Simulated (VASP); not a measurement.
Output of a VASP run:

File OUTCAR:
```
 ion  position               nearest neighbor table
   1  0.000  0.000  0.000-   2 2.42   3 2.42   4 2.42   2 2.42   3 2.42   2 2.42   4 2.42   2 2.42
                             3 2.42   4 2.42   3 2.42   4 2.42
   2  0.000  0.500  0.500-   1 2.42   3 2.42   4 2.42   1 2.42   4 2.42   1 2.42   3 2.42   1 2.42
                             3 2.42   4 2.42   4 2.42   3 2.42
   3  0.500  0.000  0.500-   1 2.42   2 2.42   4 2.42   1 2.42   4 2.42   2 2.42   4 2.42   4 2.42
                             1 2.42   2 2.42   1 2.42   2 2.42
   4  0.500  0.500  0.000-   1 2.42   2 2.42   3 2.42   2 2.42   3 2.42   1 2.42   3 2.42   3 2.42
                             1 2.42   2 2.42   2 2.42   1 2.42
  LATTYP: Found a simple cubic cell.
 ALAT       =     3.4269321792
 Subroutine PRICEL returns:
 Original cell was already a primitive cell.
 Subroutine GETGRP returns: Found 48 space group operations
The static configuration has the point symmetry O_h .
The dynamic configuration has the point symmetry O_h .
 Subroutine INISYM returns: Found 48 space group operations
 Subroutine IBZKPT returns following result:
 Found     56 irreducible k-points:

 Following reciprocal coordinates:
            Coordinates               Weight
  0.000000  0.000000  0.000000      1.000000
  0.100000  0.000000  0.000000      6.000000
  0.200000  0.000000  0.000000      6.000000
  0.300000  0.000000  0.000000      6.000000
  0.400000  0.000000  0.000000      6.000000
  0.500000  0.000000  0.000000      3.000000
  0.100000  0.100000  0.000000     12.000000
  0.200000  0.100000  0.000000     24.000000
  0.300000  0.100000  0.000000     24.000000
  0.400000  0.100000  0.000000     24.000000
  0.500000  0.100000  0.000000     12.000000
  0.200000  0.200000  0.000000     12.000000
  0.300000  0.200000  0.000000     24.000000
  0.400000  0.200000  0.000000     24.000000
  0.500000  0.200000  0.000000     12.000000
  0.300000  0.300000  0.000000     12.000000
  0.400000  0.300000  0.000000     24.000000
  0.500000  0.300000  0.000000     12.000000
  0.400000  0.400000  0.000000     12.000000
  0.500000  0.400000  0.000000     12.000000
  0.500000  0.500000  0.000000      3.000000
  0.100000  0.100000  0.100000      8.000000
  0.200000  0.100000  0.100000     24.000000
  0.300000  0.100000  0.100000     24.000000
  0.400000  0.100000  0.100000     24.000000
  0.500000  0.100000  0.100000     12.000000
  0.200000  0.200000  0.100000     24.000000
  0.300000  0.200000  0.100000     48.000000
  0.400000  0.200000  0.100000     48.000000
  0.500000  0.200000  0.100000     24.000000
  0.300000  0.300000  0.100000     24.000000
  0.400000  0.300000  0.100000     48.000000
  0.500000  0.300000  0.100000     24.000000
  0.400000  0.400000  0.100000     24.000000
  0.500000  0.400000  0.100000     24.000000
  0.500000  0.500000  0.100000      6.000000
  0.200000  0.200000  0.200000      8.000000
  0.300000  0.200000  0.200000     24.000000
  0.400000  0.200000  0.200000     24.000000
  0.500000  0.200000  0.200000     12.000000
   k-points           NKPTS =     56   k-points in BZ     NKDIM =     56   number of bands    NBANDS=     21
   number of dos      NEDOS =    601   number of ions     NIONS =      4
   total plane-waves  NPLWV =  13824
   dimension x,y,z NGX =    24 NGY =   24 NGZ =   24
   dimension x,y,z NGXF=    48 NGYF=   48 NGZF=   48
   ions per type =               1   3
   PREC   = accura    normal or accurate (medium, high low for compatibility)
   ISTART =      0    job   : 0-new  1-cont  2-samecut
   ICHARG =      2    charge: 1-file 2-atom 10-const
   ISPIN  =      1    spin polarized calculation?
   LNONCOLLINEAR =      F non collinear calculations
   LSORBIT =      F    spin-orbit coupling
   INIWAV =      1    electr: 0-lowe 1-rand  2-diag
   ENCUT  =  400.0 eV  29.40 Ry    5.42 a.u.   5.59  5.59  5.59*2*pi/ulx,y,z
   NELM   =    100;   NELMIN=  2; NELMDL= -5     # of ELM steps
   EDIFF  = 0.1E-06   stopping-criterion for ELM
   LREAL  =      F    real-space projection
   NLSPLINE    = F    spline interpolate recip. space projectors
...
```

File OSZICAR:
```
       N       E                     dE             d eps       ncg     rms          rms(c)
DAV:   1     0.178208987294E+03    0.17821E+03   -0.13294E+04  2352   0.182E+03
DAV:   2    -0.221138564207E+02   -0.20032E+03   -0.19307E+03  2352   0.348E+02
DAV:   3    -0.316108803640E+02   -0.94970E+01   -0.91969E+01  2561   0.103E+02
DAV:   4    -0.318289252527E+02   -0.21804E+00   -0.21714E+00  2827   0.136E+01
DAV:   5    -0.318365835070E+02   -0.76583E-02   -0.76561E-02  2808   0.246E+00    0.212E+01
DAV:   6    -0.311002691452E+02    0.73631E+00   -0.53420E+01  2692   0.123E+02    0.157E+01
DAV:   7    -0.280305450633E+02    0.30697E+01   -0.15422E+01  2603   0.675E+01    0.474E+00
DAV:   8    -0.279508998841E+02    0.79645E-01   -0.66883E-01  2552   0.688E+00    0.146E+00
DAV:   9    -0.279323181730E+02    0.18582E-01   -0.31909E-02  3278   0.252E+00    0.594E-01
DAV:  10    -0.279296391710E+02    0.26790E-02   -0.33013E-03  3067   0.466E-01    0.278E-01
DAV:  11    -0.279288499952E+02    0.78918E-03   -0.90261E-04  3652   0.377E-01    0.618E-02
DAV:  12    -0.279288607668E+02   -0.10772E-04   -0.13442E-04  2612   0.141E-01    0.180E-02
DAV:  13    -0.279288617327E+02   -0.96596E-06   -0.92559E-06  2828   0.218E-02    0.820E-03
DAV:  14    -0.279288624790E+02   -0.74626E-06   -0.60271E-07  2727   0.844E-03    0.341E-03
DAV:  15    -0.279288623959E+02    0.83051E-07   -0.13958E-07  1512   0.492E-03
   1 F= -.27928862E+02 E0= -.27928862E+02  d E =0.000000E+00
```

**OUTCAR**
```
------------------------ aborting loop because EDIFF is reached ----------------------------------------
  FORCE on cell =-STRESS in cart. coord.  units (eV):
  Direction    XX          YY          ZZ          XY          YZ          ZX
  --------------------------------------------------------------------------------------
  Total        0.0015758      0.0015758      0.0015758      0.0000000     -0.0000000      0.0000000
  in kB        0.0627325      0.0627325      0.0627325      0.0000000     -0.0000000      0.0000000
  external PRESSURE =       0.0627325 kB  Pullay stress =       0.0000000 kB
  volume of cell :       40.25
      direct lattice vectors                 reciprocal lattice vectors
     3.426932179  0.000000000  0.000000000     0.291806183  0.000000000  0.000000000
     0.000000000  3.426932179  0.000000000     0.000000000  0.291806183  0.000000000
     0.000000000  0.000000000  3.426932179     0.000000000  0.000000000  0.291806183
 POSITION                                       TOTAL-FORCE (eV/Angst)
 -----------------------------------------------------------------------------------
      0.00000      0.00000      0.00000         0.000000      0.000000      0.000000
      0.00000      1.71347      1.71347         0.000000      0.000000      0.000000
      1.71347      0.00000      1.71347         0.000000      0.000000      0.000000
      1.71347      1.71347      0.00000         0.000000      0.000000      0.000000
 -----------------------------------------------------------------------------------
    total drift:                                0.000000     -0.000000     -0.000000
  FREE ENERGIE OF THE ION-ELECTRON SYSTEM (eV)
  ---------------------------------------------------
  free  energy   TOTEN  =       -27.9288623959 eV

  energy  without entropy=      -27.9288623959  energy(sigma->0) =      -27.92886240

 total charge

# of ion       s       p       d       tot
------------------------------------------
    1        0.736   0.862   0.000   1.598
    2        0.521   0.644   8.466   9.630
    3        0.521   0.644   8.466   9.630
    4        0.521   0.644   8.466   9.630
--------------------------------------------------
tot          2.299   2.793  25.397  30.489
```
(Selected blocks of OUTCAR.)

POSCAR:
```
SiNi3
1
    3.4269321792     0.0000000000    -0.0000000000
    0.0000000000     3.4269321792     0.0000000000
   -0.0000000000     0.0000000000     3.4269321792
Si Ni
1 3
Direct
  0.0000000000   0.0000000000   0.0000000000
  0.0000000000   0.5000000000   0.5000000000
  0.5000000000   0.0000000000   0.5000000000
  0.5000000000   0.5000000000   0.0000000000
```

**Question.** Reconstruct the remaining input files.

**Answer.** Several could match; the one computed here: the input of the run itself, LDA (Ceperley-Alder, Perdew-Zunger), plane waves, VASP's LDA PAW potentials (set 64).

**INCAR**
```
SYSTEM = SiNi3
PREC = Accurate
ENCUT = 400
EDIFF = 1E-7
NELM = 100
ALGO = Normal
LREAL = .FALSE.
LASPH = .TRUE.
ISMEAR = -5
LMAXMIX = 4
LWAVE = .FALSE.
LCHARG = .TRUE.
LORBIT = 11
NEDOS = 601
ISIF = 2
```

File KPOINTS:
```
kpoints
0
Gamma
 10 10 10
0 0 0
```

POTCAR, in this order: Si Ni (LDA.64 set). Program: vasp_std.

For a metal the tetrahedron method with Blöchl corrections gives inexact stress and forces.

The structure comes from a computed database's SiNi3 entry (Pm-3m); how it stands against other phases isn't given here. It was relaxed first. The run is not spin-polarised, so no magnetic state was tried.
